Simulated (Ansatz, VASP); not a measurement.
## NaH (NaH (001), 5 units) in two plane-wave programs

Aim: how closely do two programs agree when they are given the same cell, functional and k mesh? The structure shown is the start of the Ansatz relaxation below; VASP solves that cell, so the two are compared at the walk's first step.

Program: Ansatz 0.2.0. Level of theory: plane waves, with VASP 6.6.1 beside it; single point at PBE. Results are calculated unless marked as measured.

### 1. Starting point

The cell holds 10 atoms: 5 Na and 5 H. Its edges and angles: a = 3.451 Å, b = 3.451 Å, c = 43.320 Å, α = 90.0°, β = 90.0°, γ = 90.0°. It derives from NaH (rocksalt NaH). Vacuum lies along c. The height across the vacuum is the one that the program set for its solve, not the one typed.

### 2. Ansatz: relaxation, PBE

Ansatz runs on its default PAW (the set named soft_2) files.

The two programs are compared at the cell with which this relaxation starts, whose forces are those of its first step.

Input file input.yaml:

```yaml
crystal:
  lattice:
    - [3.45068109, 0.0, 0.0]
    - [0.0, 3.45068109, 0.0]
    - [0.0, 0.0, 25.76]
  atoms:
    - { symbol: Na, position: [0.5, 0.5, 0.3105590062] }
    - { symbol: H, position: [0.0, 0.0, 0.3105590062] }
    - { symbol: Na, position: [0.0, 0.0, 0.4052795031] }
    - { symbol: H, position: [0.5, 0.5, 0.4052795031] }
    - { symbol: Na, position: [0.5, 0.5, 0.5] }
    - { symbol: H, position: [0.0, 0.0, 0.5] }
    - { symbol: Na, position: [0.0, 0.0, 0.5947204969] }
    - { symbol: H, position: [0.5, 0.5, 0.5947204969] }
    - { symbol: Na, position: [0.5, 0.5, 0.6894409938] }
    - { symbol: H, position: [0.0, 0.0, 0.6894409938] }
  periodic: [true, true, false]
kpoints:
  mp_grid: { grid: [8, 8, 1] }
hamiltonian:
  xc: pbe
scf:
  occupations: { method: fermi_dirac, width: 0.05 }
relax:
  f_tol: 0.01
  max_steps: 90
  cell: {}
```

On the command line:

```sh
$ ansatz run input.yaml --threads 4 --pin off --max-ram 8192MiB --backend cpu --events-out ev --progress --plain --runs-dir out
```

Numbers of over 12 decimals in the logs are rounded to 6 here.

Log:

```text
Warning: crystal.periodic: the lattice vector that does not repeat stood 0.000° off the slab's normal, 25.760 Å along it as the deck builds it. The run solves the slab on a vector along the normal, 43.320 Å long, with every atom where it was (on the deck's vector they left 16.00 Å outside them, and the widest stretch free of ions among them is 2.44 Å). A fractional position that the run reports is one of the run's ce [...]
crystal.periodic: the lattice vector that does not repeat stood 0.000° off the slab's normal, 25.760 Å along it as the deck builds it. The run solves the slab on a vector along the normal, 43.320 Å long, with every atom where it was (on the deck's vector they left 16.00 Å outside them, and the widest stretch free of ions among them is 2.44 Å). A fractional position that the run reports is one of the run's cell, which [...]
Engine: ansatz 0.2.0, aarch64-unknown-linux-gnu
Pseudopotentials: kind: paw
Pseudopotential: Na, paw, valence charge 9, recommended cutoff 420 eV (normal), Na.paw.azcp
Pseudopotential: H, paw, valence charge 1, recommended cutoff 420 eV (normal), H.paw.azcp
Functional definition: PBE
  parameter kappa = 0.804
  parameter beta = 0.066725
  exchange = pbe_x(kappa = kappa, mu = beta*pi^2/3)
  correlation = pbe_c(beta = beta)
Crystal: 10 atoms, lattice volume = 515.820 Å³
Basis set: ecut = 420 eV, 10045 PW (Γ), exchange–correlation on 48×48×600 points (8 copies of the dense FFT grid, shifted against one another)
Bands: 35, of which v1, the nominal top of the filled ones, is band 25 counted from 1 (24 counted from 0)
Symmetry: 16 space group operations
Space group: P4/mmm (ITA 123), of the structure as read, at distance tolerance 8.0e-5 Å
k-points: 15 of 64
Non-local potential: Na, projectors of the file, l = 0: 3, l = 1: 2, l = 2: 1
Non-local potential: H, projectors of the file, l = 0: 2, l = 1: 1
PAW form: soft (Blöchl's): semilocal exchange-correlation on the pseudo side does not see the compensation charge
PAW one-centre angular grid: Na, 110 points (default); XC on 64 Gauss nodes
PAW one-centre angular grid: H, 110 points (default); XC on 64 Gauss nodes
[...]
SCF iter   3: F=—  HF=-7513.116924 eV  |F-HF|=—  |Δ(HF+E_count)|=   1.16e-4  Δρ=9.93e-5  dr2=6.40e-5  ethr=1.89e-6  ⟨swp⟩=2.0  Hψ=592  notcnv=0
SCF iter   4: F=—  HF=-7513.116979 eV  |F-HF|=—  |Δ(HF+E_count)|=   5.45e-5  Δρ=2.39e-5  dr2=6.71e-6  ethr=1.28e-7  ⟨swp⟩=2.0  Hψ=599  notcnv=0
SCF iter   5: F=-7513.116978 eV  HF=-7513.116977 eV  |F-HF|=2.79e-7  |Δ(HF+E_count)|=   1.21e-6  Δρ=4.05e-6  dr2=6.60e-8  ethr=2.00e-9  ⟨swp⟩=5.0  Hψ=1684  notcnv=0
SCF 3 converged in 5 iterations: F = -7513.116978 eV  dr2 = 6.60e-8
relax step   3: F+E_penalty+E_count = -7513.11697762 eV  Δ(F+E_penalty+E_count) = -2.695e-2 eV  max|allowed force component| = 3.820e-2 eV/Å  Δτ_max = 0.0634 Å  P = -0.501 N/m  Ω = 498.335 Å³  energy of the carried Pulay correction = +1.967e-3 eV  fix = [c, alpha, beta]  reactions: c +0.000 N/m  (5 SCF iters, dr2 threshold 1.00e-6 eV, accepted)
[...]
relax step   4: F+E_penalty+E_count = -7513.12081725 eV  Δ(F+E_penalty+E_count) = -3.840e-3 eV  max|allowed force component| = 9.034e-3 eV/Å  Δτ_max = 0.0211 Å  P = -0.187 N/m  Ω = 493.678 Å³  energy of the carried Pulay correction = +2.502e-3 eV  fix = [c, alpha, beta]  reactions: c +0.000 N/m  (5 SCF iters, dr2 threshold 1.61e-7 eV, accepted)
[...]
relax step   5: F+E_penalty+E_count = -7513.12224954 eV  Δ(F+E_penalty+E_count) = -1.432e-3 eV  max|allowed force component| = 6.843e-3 eV/Å  Δτ_max = 0.0310 Å  P = -0.017 N/m  Ω = 490.628 Å³  energy of the carried Pulay correction = +2.856e-3 eV  fix = [c, alpha, beta]  reactions: c +0.000 N/m  (6 SCF iters, dr2 threshold 2.24e-8 eV, accepted)
[...]
relax step   6: F+E_penalty+E_count = -7513.11969257 eV  Δ(F+E_penalty+E_count) = +2.557e-3 eV  max|allowed force component| = 6.848e-3 eV/Å  Δτ_max = 0.0000 Å  P = -0.033 N/m  Ω = 490.628 Å³  fix = [c, alpha, beta]  reactions: c +0.000 N/m  stress off target by 3.30e-2 N/m on what of the cell is left free  SCF on the basis re-selected at this cell (its energy is not comparable with the rows above)  (5 SCF iters)
basis re-selected at this cell: Δ(F+E_penalty+E_count) = +2.557e-3 eV, ΔP = -0.016 N/m vs the last step (what re-selecting the basis moved, of the pressure what is left beyond the Pulay correction that the steps carried, after the strain that the cell walked since its last selection, with what the two solves' SCF thresholds leave and, on support functions, any second-order correction that the steps lacked; it is no m [...]
SCF converged after 5 iterations
Free energy (F): -7513.119693 eV
Harris-Foulkes:  -7513.119693 eV  (|F-HF|=2.76e-10)
Internal energy: -7513.119693 eV  (E = F + TS)
E sigma→0 (E₀):  -7513.119693 eV
Fermi energy:    -2.541706 eV
--- Per-component energies (eV) ---
  E_band       = -1397.837507
  E_kinetic    = 670.599124
  E_local      = -143436.072551  (includes V_loc(G=0)·N_el)
  E_nonlocal   = 582.725866
  E_hartree    = 70647.928573
  E_xc         = -240.692662
  E_vxc        = -309.543345  (∫ρ·V_xc dr)
  E_paw        = -1317.802841  (= ΣΔE_a)
  E_vpaw       = -201.399309  (= ΣTr[D̂ρ^β])
  E_aug_tail   = -0.004720  (compensation charges beyond the density's cutoff)
  E_ewald      = 65580.199518
  E_smearing   = -0.000000  (= −TS)
  E_closure    = -0.000000  (closes the sum)
  Σ components = -7513.119693   (vs F -7513.119693, Δ=0.00e0)
--- Forces (eV/Å), atoms counted from 1 ---
  atom   1  Na    -0.00000000     0.00000000    -0.00265895
  atom   2  H     -0.00000000     0.00000000     0.00231463
  atom   3  Na     0.00000000     0.00000000    -0.00684829
  atom   4  H      0.00000000     0.00000000     0.00054036
  atom   5  Na     0.00000000     0.00000000     0.00000000
  atom   6  H     -0.00000000    -0.00000000     0.00000000
  atom   7  Na     0.00000000     0.00000000     0.00684829
  atom   8  H      0.00000000     0.00000000    -0.00054036
  atom   9  Na    -0.00000000     0.00000000     0.00265895
  atom  10  H      0.00000000     0.00000000    -0.00231463
  max |Σ_I F_I| component: 4.34e-19 eV/Å
--- 2D stress c σ (N/m, compression-positive) ---
       -0.033012       0.000000       0.000000
        0.000000      -0.033012       0.000000
        0.000000       0.000000       0.000000
  P = ½ c Tr σ = -0.0330 N/m
--- Relaxed structure (5 steps of the walk, 5 accepted, 1 SCFs on fresh bases) ---
  F+E_penalty+E_count = -7513.11969257 eV   max|allowed force component| = 6.848e-3 eV/Å   (the final SCF, on the basis selected at the relaxed cell)
  cell:  # Å, volume = 490.6285 Å³
    - [3.365365, 0, 0.0]
    - [0, 3.365365, 0.0]
    - [0.0, 0.0, 43.320000001152]
  atoms:
    - { symbol: Na, position: [0.500000, 0.500000, 0.185321] }
    - { symbol: H, position: [0, 0, 0.184806] }
    - { symbol: Na, position: [0, 0, 0.241179] }
    - { symbol: H, position: [0.500000, 0.500000, 0.241184] }
    - { symbol: Na, position: [0.500000, 0.500000, 0.297322] }
    - { symbol: H, position: [0, 0, 0.297322] }
    - { symbol: Na, position: [0, 0, 0.353466] }
    - { symbol: H, position: [0.500000, 0.500000, 0.353460] }
    - { symbol: Na, position: [0.500000, 0.500000, 0.409324] }
    - { symbol: H, position: [0, 0, 0.409839] }
```

In the SCF lines HF is the Harris–Foulkes energy and dr2 the Hartree energy of the density residual, in eV; the loop may stop once dr2 is under the threshold and the program's other checks hold. Hψ counts applications of the Hamiltonian.

### 3. VASP: single point, PBE, start cell

The same cell, functional, mesh and smearing now go to VASP, with its own data sets.

Lines of VASP's logs that name or quote its potential files are left out, and so is its time.

Input file INCAR:

```
SYSTEM = NaH
PREC = Accurate
ENCUT = 400
EDIFF = 1E-06
NELM = 120
ISMEAR = -1
SIGMA = 0.05
LREAL = .FALSE.
ALGO = Normal
GGA = PE
NBANDS = 30
LORBIT = 11
LWAVE = .FALSE.
LCHARG = .FALSE.
ISIF = 2
LDIPOL = .TRUE.
IDIPOL = 3
DIPOL = 0.5 0.5 0.297
LVHAR = .TRUE.
LASPH = .TRUE.
GGA_COMPAT = .FALSE.
EFERMI = MIDGAP
NELMDL = -8
KPAR = 2
```

Input file POSCAR:

```
NaH
1.0
    3.4506810000      0.0000000000      0.0000000000
    0.0000000000      3.4506810000      0.0000000000
    0.0000000000      0.0000000000     43.3200000000
Na H
5 5
Direct
    0.5000001449      0.5000001449      0.1846722068
    0.0000001449      0.0000001449      0.2409972299
    0.5000001449      0.5000001449      0.2973222530
    0.0000001449      0.0000001449      0.3536472761
    0.5000001449      0.5000001449      0.4099722992
    0.0000001449      0.0000001449      0.1846722068
    0.5000001449      0.5000001449      0.2409972299
    0.0000001449      0.0000001449      0.2973222530
    0.5000001449      0.5000001449      0.3536472761
    0.0000001449      0.0000001449      0.4099722992
```

Input file KPOINTS:

```
Automatic mesh
0
Gamma
8 8 1
0 0 0
```

PAW data sets: Na_pv and H (PBE family, release 64).

On the command line:

```sh
$ mpirun -np 2 vasp_std
```

Log:

```text
[banner, memory and clock lines left out]
running    2 mpi-ranks, on    1 nodes
 distrk:  each k-point on    1 cores,    2 groups
 distr:  one band on    1 cores,    1 groups

 POSCAR found type information on POSCAR NaH
 POSCAR found :  2 types and      10 ions
 LDA part: xc-table for (Slater+PW92), standard interpolation
 POSCAR, INCAR and KPOINTS ok, starting setup
 FFT: planning ... GRIDC
 FFT: planning ... GRID_SOFT
 FFT: planning ... GRID
 WAVECAR not read
 entering main loop
       N       E                     dE             d eps       ncg     rms          rms(c)
DAV:   1     0.222269826982E+03    0.22227E+03   -0.17805E+04  1188   0.839E+02
DAV:   2    -0.119888279970E+02   -0.23426E+03   -0.23132E+03  1032   0.287E+02
DAV:   3    -0.274638397087E+02   -0.15475E+02   -0.15419E+02  1120   0.832E+01
DAV:   4    -0.277802098777E+02   -0.31637E+00   -0.31625E+00  1044   0.126E+01
DAV:   5    -0.277877550097E+02   -0.75451E-02   -0.75450E-02  1048   0.192E+00
DAV:   6    -0.277880306740E+02   -0.27566E-03   -0.27566E-03  1092   0.358E-01
DAV:   7    -0.277880423830E+02   -0.11709E-04   -0.11709E-04  1106   0.714E-02
DAV:   8    -0.277880429169E+02   -0.53383E-06   -0.53385E-06  1020   0.147E-02    0.722E+00
DAV:   9    -0.257950441997E+02    0.19930E+01   -0.16019E+00  1090   0.495E+00    0.337E+00
DAV:  10    -0.251318050142E+02    0.66324E+00   -0.18682E+00  1054   0.409E+00    0.835E-01
DAV:  11    -0.251151817986E+02    0.16623E-01   -0.16025E-01  1040   0.332E+00    0.266E-01
DAV:  12    -0.251042257028E+02    0.10956E-01   -0.54141E-02  1132   0.106E+00    0.174E-01
DAV:  13    -0.251022667616E+02    0.19589E-02   -0.46614E-03  1082   0.399E-01    0.892E-02
DAV:  14    -0.251021404001E+02    0.12636E-03   -0.22226E-03  1088   0.204E-01    0.597E-02
[...]
DAV:  20    -0.251043091911E+02   -0.21024E-03   -0.12599E-05   776   0.143E-02    0.272E-03
DAV:  21    -0.251045014482E+02   -0.19226E-03   -0.17787E-05   770   0.102E-02    0.213E-03
DAV:  22    -0.251045531773E+02   -0.51729E-04   -0.21705E-06   720   0.107E-02    0.652E-04
DAV:  23    -0.251045772095E+02   -0.24032E-04   -0.10688E-06   684   0.320E-03    0.675E-04
DAV:  24    -0.251045847003E+02   -0.74908E-05   -0.13620E-07   712   0.137E-03    0.382E-04
DAV:  25    -0.251045891972E+02   -0.44968E-05   -0.10318E-07   720   0.226E-03    0.215E-04
DAV:  26    -0.251045903815E+02   -0.11843E-05   -0.23368E-08   738   0.913E-04    0.138E-04
DAV:  27    -0.251045905419E+02   -0.16035E-06   -0.39353E-09   794   0.583E-04
   1 F= -.25104591E+02 E0= -.25104591E+02  d E =-.175844E-14
```

OUTCAR, selected parts (step 3):

```text
ion  position               nearest neighbor table
   1  0.500  0.500  0.185-
   2  0.000  0.000  0.241-
   3  0.500  0.500  0.297-
   4  0.000  0.000  0.354-
   5  0.500  0.500  0.410-
   6  0.000  0.000  0.185-
   7  0.500  0.500  0.241-
   8  0.000  0.000  0.297-
   9  0.500  0.500  0.354-
  10  0.000  0.000  0.410-

  LATTYP: Found a simple tetragonal cell.
 ALAT       =     3.4506810000
 C/A-ratio  =    12.5540436801

 Subroutine GETGRP returns: Found 16 space group operations
 (whereof  8 operations were pure point group operations)

The static configuration has the point symmetry C_4v.
 The point group associated with its full space group is D_4h.

 Found     15 irreducible k-points:

   k-points           NKPTS =     15   k-points in BZ     NKDIM =     15   number of bands    NBANDS=     30

   dimension x,y,z NGX =    24 NGY =   24 NGZ =  288
   dimension x,y,z NGXF=    48 NGYF=   48 NGZF=  576

   ENCUT  =  400.0 eV  29.40 Ry    5.42 a.u.   5.63  5.63 70.64*2*pi/ulx,y,z

   NELECT =      40.0000    total number of electrons

 k-points in reciprocal lattice and weights: Automatic mesh
   0.00000000  0.00000000  0.00000000       0.016
   0.12500000  0.00000000  0.00000000       0.062
   0.25000000  0.00000000  0.00000000       0.062
   0.37500000  0.00000000  0.00000000       0.062
   0.50000000  0.00000000  0.00000000       0.031
   0.12500000  0.12500000  0.00000000       0.062
   0.25000000  0.12500000  0.00000000       0.125
   0.37500000  0.12500000  0.00000000       0.125
   0.50000000  0.12500000  0.00000000       0.062
[...]
0.50000000  0.37500000  0.00000000       0.062
   0.50000000  0.50000000  0.00000000       0.016

 dipolmoment           0.000000      0.000000      0.000001 electrons x Angstroem

 average (electrostatic) potential at core
       1 -51.7223       2 -51.3593       3 -51.3764       4 -51.3593       5 -51.7223
       6 -36.4574       7 -36.4840       8 -36.4822       9 -36.4840      10 -36.4573

 E-fermi :  -1.6446

 k-point     1 :       0.0000    0.0000    0.0000
  band No.  band energies     occupation
    ...
     16      -6.7591      2.00000
     17      -6.2847      2.00000
     18      -5.5556      2.00000
     19      -4.6923      2.00000
     20      -3.9084      2.00000
     21      -0.0264      0.00000
     22       0.0281      0.00000
     23       0.8714      0.00000
     24       0.9992      0.00000
     25       1.2498      0.00000
    ...

 k-point     2 :       0.1250    0.0000    0.0000
  band No.  band energies     occupation
    ...
     16      -6.5860      2.00000
     17      -6.1184      2.00000
     18      -5.4039      2.00000
     19      -4.5695      2.00000
     20      -3.8329      2.00000
     21       0.1491      0.00000
     22       0.1881      0.00000
     23       1.0676      0.00000
     24       1.1953      0.00000
     25       1.4393      0.00000
    ...

 k-point     3 :       0.2500    0.0000    0.0000
  band No.  band energies     occupation
    ...
     16      -6.0848      2.00000
     17      -5.6422      2.00000
     18      -4.9834      2.00000
     19      -4.2616      2.00000
     20      -3.7029      2.00000
     21       0.6006      0.00000
     22       0.6186      0.00000
     23       1.6520      0.00000
     24       1.7503      0.00000
     25       1.7885      0.00000
    ...

  Total       -1.8160337     -1.8160337     -0.9551951      0.0000000      0.0000000      0.0000000
  in kB       -5.6407443     -5.6407443     -2.9669116      0.0000000      0.0000000      0.0000000
  external PRESSURE =      -4.7494667 kB  Pullay stress =       0.0000000 kB

  energy-cutoff  :      400.00
  volume of cell :      515.82
      direct lattice vectors                 reciprocal lattice vectors
     3.450681000  0.000000000  0.000000000     0.289797869  0.000000000  0.000000000
     0.000000000  3.450681000  0.000000000     0.000000000  0.289797869  0.000000000
     0.000000000  0.000000000 43.320000000     0.000000000  0.000000000  0.023084026

 POSITION                                       TOTAL-FORCE (eV/Angst)
 -----------------------------------------------------------------------------------
      1.72534      1.72534      8.00000         0.000000     -0.000000      0.082213
      0.00000      0.00000     10.44000         0.000000      0.000000     -0.004339
      1.72534      1.72534     12.88000         0.000000      0.000000     -0.000000
      0.00000      0.00000     15.32000         0.000000     -0.000000      0.004339
      1.72534      1.72534     17.76000         0.000000      0.000000     -0.082213
      0.00000      0.00000      8.00000         0.000000      0.000000     -0.025981
      1.72534      1.72534     10.44000         0.000000     -0.000000     -0.006768
      0.00000      0.00000     12.88000         0.000000      0.000000     -0.000000
      1.72534      1.72534     15.32000         0.000000      0.000000      0.006768
      0.00000      0.00000     17.76000         0.000000      0.000000      0.025981
 -----------------------------------------------------------------------------------
    total drift:                               -0.000608     -0.000608      0.000391

  FREE ENERGIE OF THE ION-ELECTRON SYSTEM (eV)
  ---------------------------------------------------
  free  energy   TOTEN  =       -25.1045905419 eV

  energy  without entropy=      -25.1045905419  energy(sigma->0) =      -25.10459054

 vacuum level on the upper side and lower side of the slab         0.875         0.875

 total charge
# of ion       s       p       d       tot
------------------------------------------
    1        0.055   5.979   0.000   6.034
    2        0.059   5.985   0.000   6.044
    3        0.058   5.985   0.000   6.043
    4        0.059   5.985   0.000   6.044
    5        0.055   5.979   0.000   6.034
    6        0.504   0.000   0.000   0.505
    7        0.513   0.000   0.000   0.513
    8        0.513   0.000   0.000   0.513
    9        0.513   0.000   0.000   0.513
   10        0.504   0.000   0.000   0.505
--------------------------------------------------
tot          2.834  29.914   0.000  32.748

[... 3 further parts left out ...]
```

### 4. Comparison

Known differences besides the potentials themselves: Ansatz cuts the interaction across the vacuum, VASP repeats the sheet with a dipole correction; the data sets hold 50 valence electrons in Ansatz (on its default PAW (the set named soft_2) files) and 40 in VASP; the cutoff is 420 eV in Ansatz and 400 eV in VASP. Total energies have different zeros and are not compared.

Forces (eV/Å; atoms numbered as in POSCAR):

| atom | Ansatz x, y, z | VASP x, y, z |
| --- | --- | --- |
| Na1 | 0.000, 0.000, 0.084 | 0.000, 0.000, 0.082 |
| Na2 | 0.000, 0.000, -0.004 | 0.000, 0.000, -0.004 |
| Na3 | 0.000, 0.000, 0.000 | 0.000, 0.000, 0.000 |
| Na4 | 0.000, 0.000, 0.004 | 0.000, 0.000, 0.004 |
| Na5 | 0.000, 0.000, -0.084 | 0.000, 0.000, -0.082 |
| H6 | 0.000, 0.000, -0.024 | 0.000, 0.000, -0.026 |
| H7 | 0.000, 0.000, -0.007 | 0.000, 0.000, -0.007 |
| H8 | 0.000, 0.000, 0.000 | 0.000, 0.000, 0.000 |
| H9 | 0.000, 0.000, 0.007 | 0.000, 0.000, 0.007 |
| H10 | 0.000, 0.000, 0.024 | 0.000, 0.000, 0.026 |

The forces differ by 0.6 meV/Å r.m.s., which is 2.7 % of the r.m.s. force of 0.022 eV/Å (both taken over all components). With vacuum in the cell, a pressure given here is an average over mostly empty space and none of the material.

### 5. Summary of results

| Property | Result |
| --- | --- |
| r.m.s. force difference (single point, PBE, start cell) | 0.61 meV/Å |

In words: The r.m.s. force difference is 0.61 meV/Å (single point, PBE, start cell), within the 12 meV/Å picked in this series as the mark of a large difference. The data sets hold unlike numbers of valence electrons (50 in Ansatz and 40 in VASP), so part of the differences comes from the potentials. How closely two codes agree says nothing of how well the functional describes the real material.

[Lines on the potential files, build, host, timing and source positions are cut from VASP's logs without a mark.]

[Logs are printed without paths, hosts, clocks, repeated set-up lines and the standing remarks that a program may print on its own settings, such as how far it seeks lower states.]

[Hosts, paths, dates, database ids (printed as entryN), source tags and the programs' standing remarks are cut or masked in the printed files.]
